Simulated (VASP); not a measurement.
A run of VASP 6.6.1 is set up as follows.

File INCAR:

```
PREC = Normal
ENCUT = 520
EDIFF = 1E-4
ISMEAR = 0
SIGMA = 0.15
LREAL = False
LASPH = True
NELM = 60
ALGO = Fast
ISIF = 3
LWAVE = False
LCHARG = False
GGA = PE
IBRION = 2
NSW = 24
EDIFFG = -0.08
```

The input KPOINTS:

```
Automatic mesh
0
Gamma
  6 6 6
```

Contents of POSCAR:

```
Sn2C
1.0
    0.0000000000      3.2904079200      3.2904079200
    3.2904079200      0.0000000000      3.2904079200
    3.2904079200      3.2904079200      0.0000000000
Sn C
2 1
Direct
    0.2500000000      0.2500000000      0.2500000000
    0.7500000000      0.7500000000      0.7500000000
    0.5000000000      0.5000000000      0.5000000000
```

Potentials or basis: VASP PAW PBE potentials, release 64 (Sn_d, C).

The run is started by

```console
$ cat potpaw_PBE.64/Sn_d/POTCAR potpaw_PBE.64/C/POTCAR > POTCAR
$ mpirun -np 1 vasp_std > vasp.out
```

(1) Predict the band gap on the k mesh.

(2) What does it give for the space group after relaxing (to 0.05 Å)?

Answers

(1) none (metal or under the smearing width).

(2) Fm-3m (No. 225).
